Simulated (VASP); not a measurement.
Consider the following.

```xyz
4
Lattice="4.5864 0.0000 0.0000 -2.2932 3.9719 0.0000 0.0000 0.0000 7.5114" Properties=species:S:1:pos:R:3 pbc="T T T"
Ca     2.2932     1.3240     0.0000
Ca     0.0000     2.6479     3.7557
Se     2.2932     1.3240     4.6961
Se     0.0000     2.6479     0.9404
```

Calculation: PBE GGA, VASP's PBE PAW potentials (set 64) (plane waves; VASP). Run with 300 eV cut-off, 6×6×3 Γ-centred mesh, Fermi-Dirac smearing of 0.10 eV, potentials Ca_sv Se.

Problem. Give the energies of bands 11 to 19 at the high-symmetry points, in eV from the valence-band maximum.

Solution. 
```csv
band,Γ,M,K,A,L,H
11,-1.39,-1.26,-0.85,-0.96,-1.38,-1.10
12,-0.20,-1.06,-0.73,-0.96,-1.38,-1.10
13,-0.19,-0.61,-0.73,-0.17,-0.21,-0.74
14,-0.19,-0.23,-0.62,-0.17,-0.21,-0.74
15,-0.13,-0.14,-0.39,-0.17,-0.13,0.00
16,-0.13,-0.12,-0.39,-0.17,-0.13,0.00
17,3.25,3.85,4.23,4.64,4.26,4.30
18,4.87,4.26,4.27,4.64,4.26,4.30
19,4.87,4.91,4.51,5.39,5.20,4.99
```

The gap is indirect, 3.25 eV, from the valence maximum at H to the conduction minimum at Γ.

The structure was generated: CaSe was put into an ordered model structure, which need not be its known phase. The cell was not relaxed at this level.
